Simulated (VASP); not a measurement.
The system is CaB6.

```
CELL_PARAMETERS angstrom
4.14500 0.00000 0.00000
0.00000 4.14500 0.00000
0.00000 0.00000 4.14500
ATOMIC_POSITIONS crystal
Ca 0.50000 0.50000 0.50000
B 0.00000 0.00000 0.29300
B 0.00000 0.00000 0.70700
B 0.29300 0.00000 0.00000
B 0.70700 0.00000 0.00000
B 0.00000 0.29300 0.00000
B 0.00000 0.70700 0.00000
```

- Program: VASP 6.6.1
- Task: relaxation of cell and atoms
- Functional: PBEsol
- Potentials or basis: VASP PAW PBE potentials, release 64 (Ca_sv, B)
- Cutoff: 600 eV
- k mesh: 10 × 10 × 10
- Occupations: methfessel-paxton, width 0.1 eV
- Spin: no spin polarisation

At the start: pressure 0.3 GPa; volume 10.17 Å³/atom.

Task: How do energy, volume and symmetry change on relaxing?

Result: Over 8 steps the energy falls by 13.5 meV/atom and the volume is 10.06 Å³/atom (-1.1 %); space group Pm-3m (No. 221, to 0.05 Å).

The path:
```csv
step,energy change (eV),largest force (eV/Å),pressure (GPa),volume (Å³)
1,0.0000,1.3904,0.28,71.22
2,0.3150,2.9866,-3.31,71.40
3,-0.0901,0.0022,-1.78,71.28
4,-0.0946,0.0252,0.30,70.28
5,-0.0948,0.0208,-0.02,70.43
6,-0.0948,0.0201,-0.07,70.45
7,-0.0948,0.0353,0.02,70.44
8,-0.0948,0.0013,-0.03,70.45
```

Final structure:
```
Ca B
1.0
     4.13004    0.00000    0.00000
     0.00000    4.13004    0.00000
     0.00000    0.00000    4.13004
Ca B
1 6
Direct
  0.50000 0.50000 0.50000
  0.00000 0.00000 0.29847
  0.00000 0.00000 0.70153
  0.29847 0.00000 0.00000
  0.70153 0.00000 0.00000
  0.00000 0.29847 0.00000
  0.00000 0.70153 0.00000
```

Caveat: the PAW data sets were made with another functional, which shifts forces and pressure a little.
